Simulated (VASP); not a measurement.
# SmClF (P4/nmm) in VASP: single point with PBEsol

Aim: the single point of SmClF with PBEsol.

Everything below comes from runs of VASP 6.6.1. Logs are shortened: lines on timing, memory, paths and dates and some standing lists are left out, and cuts for length are marked.

### Step 1. The crystal as given

Symmetry: P4/nmm, No. 129, tetragonal system. Conventional cell: a = 3.652 Å, b = 3.652 Å, c = 8.926 Å, α = 90.00°, β = 90.00°, γ = 90.00°. Around Sm (site symmetry 4mm) lie 4 F at 2.51 Å and 4 Cl at 2.88 Å. Cl (site symmetry 4mm) is surrounded by 4 Sm at 2.88 Å. F (site symmetry -4m2) has 4 Sm at 2.51 Å and 4 F at 2.58 Å as nearest neighbours.

The cell comes from a database or a generator and needn't be the stable form of this composition.

### Step 2. Single point, PBEsol, collinear spin, ferromagnetic start

The input, run.py:

```python
from ase import Atoms
from ase.calculators.vasp import Vasp
from ase.dft.bandgap import bandgap

atoms = Atoms(
    ['Sm', 'Sm', 'Cl', 'Cl', 'F', 'F'],
    cell=[[3.652387, 0.0, 0.0], [0.0, 3.652387, 0.0], [0.0, 0.0, 8.926312]],
    scaled_positions=[[0.0, 0.5, 0.806771], [0.5, 0.0, 0.193229], [0.0, 0.5, 0.337144], [0.5, 0.0, 0.662856], [0.5, 0.5, 0.0], [0.0, 0.0, 0.0]],
    pbc=True,
)
atoms.set_initial_magnetic_moments([5.0, 5.0, 0.0, 0.0, 0.0, 0.0])
calc = Vasp(
    directory='calc',
    xc='pbesol',
    pp='PBE',
    setups={'base': 'minimal'},
    prec='Accurate',
    encut=520,
    ediff=1e-07,
    ismear=0,
    sigma=0.02,
    lreal=False,
    lasph=True,
    nelm=150,
    algo='Fast',
    isif=2,
    lwave=False,
    lcharg=True,
    ispin=2,
    lorbit=11,
    lmaxmix=6,
    lelf=True,
    lvhar=True,
    kpts=[7, 7, 3],
    gamma=True,
)
atoms.calc = calc

print('energy (eV):', atoms.get_potential_energy())
print('free energy (eV):', atoms.get_potential_energy(force_consistent=True))
print('forces (eV/A):')
print(atoms.get_forces())
print('stress (eV/A^3, Voigt):', atoms.get_stress())
print('Fermi level (eV):', calc.get_fermi_level())
print('moment (muB):', atoms.get_magnetic_moment())
print('site moments (muB):', atoms.get_magnetic_moments())
gap, top, bottom = bandgap(calc)
print('band gap (eV):', gap, 'from (spin, k, band)', top, 'to', bottom)
```

Potentials or basis: VASP PAW PBE potentials, release 64 (Sm, Cl, F).

Started as:

```
$ python run.py
```

What it wrote:

```text
energy (eV): -44.90430646
free energy (eV): -44.90807082
forces (eV/A):
[[ 0.          0.          1.21121408]
 [ 0.          0.         -1.21121408]
 [ 0.         -0.         -0.07148074]
 [ 0.         -0.          0.07148074]
 [ 0.         -0.         -0.        ]
 [ 0.         -0.         -0.        ]]
stress (eV/A^3, Voigt): [-0.02461672 -0.02461672  0.04350092 -0.         -0.         -0.        ]
Fermi level (eV): 4.94885977
moment (muB): 11.9969374
site moments (muB): [ 5.629  5.629 -0.031 -0.031 -0.017 -0.017]
band gap (eV): 0.0 from (spin, k, band) (None, None, None) to (None, None, None)
```

OUTCAR:

```text
ENCUT = 520.000000
   EDIFF = 1.00e-07
   GGA = PS
   PREC = Accurate
   ISIF = 2
   ISMEAR = 0
   ISPIN = 2
   LORBIT = 11
   NELM = 150
   LASPH = .TRUE.
   LREAL = .FALSE.

 ion  position               nearest neighbor table
   1  0.000  0.500  0.807-   5 2.51   6 2.51   6 2.51   5 2.51   4 2.88   4 2.88   4 2.88   4 2.88

   2  0.500  0.000  0.193-   5 2.51   6 2.51   5 2.51   6 2.51   3 2.88   3 2.88   3 2.88   3 2.88

   3  0.000  0.500  0.337-   2 2.88   2 2.88   2 2.88   2 2.88
   4  0.500  0.000  0.663-   1 2.88   1 2.88   1 2.88   1 2.88
   5  0.500  0.500  0.000-   1 2.51   2 2.51   2 2.51   1 2.51
   6  0.000  0.000  0.000-   1 2.51   2 2.51   1 2.51   2 2.51

  LATTYP: Found a simple tetragonal cell.
 ALAT       =     3.6523870000
 C/A-ratio  =     2.4439666443

  Lattice vectors:

 A1 = (   3.6523870000,   0.0000000000,   0.0000000000)
 A2 = (   0.0000000000,   3.6523870000,   0.0000000000)
 A3 = (   0.0000000000,   0.0000000000,   8.9263120000)

Analysis of symmetry for initial positions (statically):
=====================================================================
 Subroutine PRICEL returns:
 Original cell was already a primitive cell.

 Routine SETGRP: Setting up the symmetry group for a
 simple tetragonal supercell.

 Subroutine GETGRP returns: Found 16 space group operations
 (whereof  8 operations were pure point group operations)
 out of a pool of 16 trial point group operations.

The static configuration has the point symmetry D_2d.
 The point group associated with its full space group is D_4h.

Analysis of symmetry for dynamics (positions and initial velocities):
=====================================================================
 Subroutine PRICEL returns:
 Original cell was already a primitive cell.

 Routine SETGRP: Setting up the symmetry group for a
 simple tetragonal supercell.

 Subroutine GETGRP returns: Found 16 space group operations
 (whereof  8 operations were pure point group operations)
 out of a pool of 16 trial point group operations.

The dynamic configuration has the point symmetry D_2d.
 The point group associated with its full space group is D_4h.

Analysis of structural, dynamic, and magnetic symmetry:
=====================================================================
 Subroutine PRICEL returns:
 Original cell was already a primitive cell.

 Routine SETGRP: Setting up the symmetry group for a
 simple tetragonal supercell.

 Subroutine GETGRP returns: Found 16 space group operations
 (whereof  8 operations were pure point group operations)
 out of a pool of 16 trial point group operations.

The overall configuration has the point symmetry D_2d.
 The point group associated with its full space group is D_4h.

 Subroutine INISYM returns: Found 16 space group operations
 (whereof  8 operations are pure point group operations),
 and found     1 'primitive' translations

[... 99 lines left out ...]
   EDIFFG = 0.1E-05   stopping-criterion for IOM
   NSW    =      0    number of steps for IOM
   IBRION =     -1    ionic relax: 0-MD 1-quasi-New 2-CG
   NFREE  =      0    steps in history (QN), initial steepest desc. (CG)
   ISIF   =      2    stress and relaxation
   ISYM   =      2    0-nonsym 1-usesym 2-fastsym
   POTIM  = 0.5000    time-step for ionic-motion
   TEBEG  =    0.0;   TEEND  =   0.0 temperature during run
   PSTRESS=    0.0 pullay stress
   NELECT =      60.0000    total number of electrons
   NUPDOWN=      -1.0000    fix difference up-down
   EMIN   =  10.00;   EMAX   =-10.00  energy-range for DOS
   EFERMI =   0.00;   METHOD = LEGACY
   ISMEAR =     0;   SIGMA  =   0.02  broadening in eV -4-tet -1-fermi 0-gaus
   EFERMI_NEDOS =   21; number of points for ismear=-14 and -15
   IALGO  =     68    algorithm
   IMIX   =      4    mixing-type and parameters
     AMIX     =   0.40;   BMIX     =  1.00
     AMIX_MAG =   1.60;   BMIX_MAG =  1.00
  volume/ion in A,a.u.               =      19.85       133.93
  Fermi-wavevector in a.u.,A,eV,Ry     =   1.302717  2.461778 23.090056  1.697071
  Thomas-Fermi vector in A             =   2.433767
   LORBIT       =     11    0 simple, 1 ext, 2 COOP (PROOUT), +10 PAW based schemes
   GGA     = PS    functional components
   LHFCALC =     F    Hartree Fock is set to
   AEXX    =    0.0000 exact exchange contribution
   IVDW    =     0    specifies the selected vdW correction
   LEPSILON=     F    determine dielectric tensor
   LRPA    =     F    only Hartree local field effects (RPA)
 spin polarized calculation
 RMM-DIIS sequential band-by-band and
 Gauss-broadening in eV      SIGMA  =   0.02
  energy-cutoff  :      520.00
  volume of cell :      119.08
 maximum number of plane-waves:      3234
 NGX is ok and might be reduce to    28
   NGX = 13   NGY = 13   NGZ = 33

 number of electron      59.9999996 magnetization      11.9969374

 Free energy of the ion-electron system (eV)
  ---------------------------------------------------
  ext. energy  EPLUGINS =         0.00000000
  ---------------------------------------------------
  free energy    TOTEN  =       -44.90807082 eV

  energy without entropy =      -44.90054209  energy(sigma->0) =      -44.90430646

 E-fermi :   4.9489     XC(G=0):  -9.9446

 val. band max:        4.9486115185   @ k =   0.4286   0.0000   0.0000
 cond. band min:       4.9500169578   @ k =   0.2857   0.1429   0.0000
 fundamental gap:      0.0014054393
 Fermi energy:         4.9488597676

 spin component 1

 k-point     1 :       0.0000    0.0000    0.0000
  band No.  band energies     occupation
      1     -35.5167      1.00000
      2     -35.4987      1.00000
      3     -20.8621      1.00000
      4     -19.7995      1.00000
      5     -15.4157      1.00000
      6     -15.1232      1.00000
[... 869 lines left out ...]
     40       7.2412      0.00000
     41       7.9972      0.00000
 Fermi energy:         4.9488597676

 spin component 2

 k-point     1 :       0.0000    0.0000    0.0000
  band No.  band energies     occupation
      1     -32.8962      1.00000
      2     -32.8681      1.00000
      3     -20.8026      1.00000
      4     -19.8263      1.00000
      5     -13.8727      1.00000
      6     -13.7674      1.00000
[... 869 lines left out ...]
     40       8.8379      0.00000
     41       9.1892      0.00000

------------------------ aborting loop because EDIFF is reached ----------------------------------------

  FORCE on cell =-STRESS in cart. coord.  units (eV):
  Direction    XX          YY          ZZ          XY          YZ          ZX
  --------------------------------------------------------------------------------------
  -------------------------------------------------------------------------------------
  Total        2.9312688      2.9312688     -5.1799303      0.0000000      0.0000000      0.0000000
  in kB       39.4403345     39.4403345    -69.6961616      0.0000000      0.0000000      0.0000000
  external PRESSURE =       3.0615025 kB  Pullay stress =       0.0000000 kB

 VOLUME and BASIS-vectors are now :
 -----------------------------------------------------------------------------
  energy-cutoff  :      520.00
  volume of cell :      119.08
      direct lattice vectors                 reciprocal lattice vectors
     3.652387000  0.000000000  0.000000000     0.273793549  0.000000000  0.000000000
     0.000000000  3.652387000  0.000000000     0.000000000  0.273793549  0.000000000
     0.000000000  0.000000000  8.926312000     0.000000000  0.000000000  0.112028349

 POSITION                                       TOTAL-FORCE (eV/Angst)
 -----------------------------------------------------------------------------------
      0.00000      1.82619      7.20149         0.000000      0.000000      1.211214
      1.82619      0.00000      1.72482         0.000000      0.000000     -1.211214
      0.00000      1.82619      3.00945         0.000000     -0.000000     -0.071481
      1.82619      0.00000      5.91686         0.000000     -0.000000      0.071481
      1.82619      1.82619      0.00000         0.000000     -0.000000     -0.000000
      0.00000      0.00000      0.00000         0.000000     -0.000000     -0.000000
 -----------------------------------------------------------------------------------
    total drift:                               -0.000000      0.000000      0.000000

  FREE ENERGIE OF THE ION-ELECTRON SYSTEM (eV)
  ---------------------------------------------------
  free  energy   TOTEN  =       -44.9080708187 eV

  energy  without entropy=      -44.9005420934  energy(sigma->0) =      -44.90430646

 total charge

# of ion       s       p       d       f       tot
--------------------------------------------------
    1        2.012   5.670   0.296   5.696  13.674
    2        2.012   5.670   0.296   5.696  13.674
    3        1.583   3.539   0.000   0.000   5.123
    4        1.583   3.539   0.000   0.000   5.123
    5        1.733   4.352   0.000   0.000   6.086
    6        1.733   4.352   0.000   0.000   6.086
--------------------------------------------------
tot         10.657  27.123   0.593  11.391  49.764

 magnetization (x)

# of ion       s       p       d       f       tot
--------------------------------------------------
    1       -0.017  -0.087   0.086   5.647   5.629
    2       -0.017  -0.087   0.086   5.647   5.629
    3       -0.002  -0.029   0.000   0.000  -0.031
    4       -0.002  -0.029   0.000   0.000  -0.031
    5       -0.001  -0.017   0.000   0.000  -0.017
    6       -0.001  -0.017   0.000   0.000  -0.017
--------------------------------------------------
tot         -0.038  -0.266   0.171  11.295  11.162
```

INCAR:

```text
ENCUT = 520.000000
SIGMA = 0.020000
EDIFF = 1.00e-07
ALGO = Fast
GGA = PS
PREC = Accurate
ISIF = 2
ISMEAR = 0
ISPIN = 2
LMAXMIX = 6
LORBIT = 11
NELM = 150
LASPH = .TRUE.
LCHARG = .TRUE.
LELF = .TRUE.
LVHAR = .TRUE.
LWAVE = .FALSE.
LREAL = .FALSE.
MAGMOM = 2*5.0000 4*0.0000
```

Wall time 24 min (1 thread of Intel Xeon Platinum 8559C (Emerald Rapids), shared host); peak memory 0.37 GiB.

What came out:

| Quantity | Value |
| --- | --- |
| Free energy | -44.9081 eV |
| Pressure | 0.3 GPa |
| Largest force | 1.211 eV/Å |
| Band gap on the k mesh | none (metal or under the smearing width) |
| Net moment | 12.00 μB per cell |
| Site moments | Sm +5.63; Cl -0.03; F -0.02 μB |
| Valence electrons inside the program's atomic spheres | Sm 13.67; Cl 5.12; F 6.09 |

Forces on the atoms (eV/Å):
```
Sm   0.000  0.000  1.211
Sm   0.000  0.000 -1.211
Cl   0.000  0.000 -0.071
Cl   0.000  0.000  0.071
F    0.000  0.000  0.000
F    0.000  0.000  0.000
```

Caveat: the magnetic or orbital state may not be the lowest; the PAW data sets were made with another functional, which shifts forces and pressure a little; spin-orbit coupling is left out, which moves the levels of the heavy elements; this functional lacks dispersion, which binds the layers, so the pressure and a relaxed spacing across them are unreliable; without U or exact exchange the open f shell lies at the Fermi level, which spoils levels, moments and volumes.
